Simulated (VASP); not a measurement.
VASP runs on FeO (rock salt, AFM-II order) share one base input (PBE GGA, plane waves, VASP's PBE PAW potentials (set 64)) and change the settings named in each case.

KPOINTS:
```
Automatic mesh
0
Gamma
8 8 8
0 0 0
```

INCAR:
```
# general
SYSTEM  = FeO
PREC    = Accurate
ENCUT   = 520
LREAL   = .FALSE.
LASPH   = .TRUE.

# electronic loop
EDIFF   = 1E-6
NELM    = 100
ALGO    = Normal
LMAXMIX = 4

# smearing
ISMEAR  = 0
SIGMA   = 0.05

# functional
GGA     = PE

# spin
ISPIN   = 2
MAGMOM  = 4.0 -4.0 2*0.0

# ions
ISIF    = 2

# output
LWAVE   = .FALSE.
LCHARG  = .FALSE.
LORBIT  = 10
```

### POSCAR
```
FeO
1
    4.3300000000     2.1650000000     2.1650000000
    2.1650000000     4.3300000000     2.1650000000
    2.1650000000     2.1650000000     4.3300000000
Fe O
2 2
Direct
  0.0000000000   0.0000000000   0.0000000000
  0.5000000000   0.5000000000   0.5000000000
  0.2500000000   0.2500000000   0.2500000000
  0.7500000000   0.7500000000   0.7500000000
```

POTCAR, in this order: Fe O (PBE.64 set). Program: vasp_std.

| change | E(σ→0) (eV/atom) | pressure (GPa) | −TS (eV) |
|---|---|---|---|
| base run | -7.4492 | -3.87 | -0.0068 |
| ISMEAR = 2 | -7.4491 | -3.89 | 0.0003 |
| ISMEAR = 1 | -7.4491 | -3.88 | -0.0009 |
| ISMEAR = 2, SIGMA = 0.02 | -7.4492 | -3.88 | -0.0002 |
| ISMEAR = -1, SIGMA = 0.2 | -7.4539 | -2.97 | -0.5163 |
| ISMEAR = -1, SIGMA = 0.1 | -7.4493 | -3.67 | -0.1429 |
| ISMEAR = -1, SIGMA = 0.3 | -7.4663 | -2.17 | -1.0150 |
| ISMEAR = -5, SIGMA removed | -7.4505 | -3.88 | 0.0000 |
| ISMEAR = -4, SIGMA removed | -7.4457 | -3.76 | 0.0000 |

Left out are runs that ran out of time, are held back, or changed the cell or the kind of run, fixed moments of cells without a moment, rows past the twelfth, gaps on odd meshes, pressures of charged cells and columns that move by less than the noise.

The compound is FeO in the rock salt, AFM-II order structure. The cell was not relaxed at this level. The spin order is the one that the start imposed; others were not tried in this run.
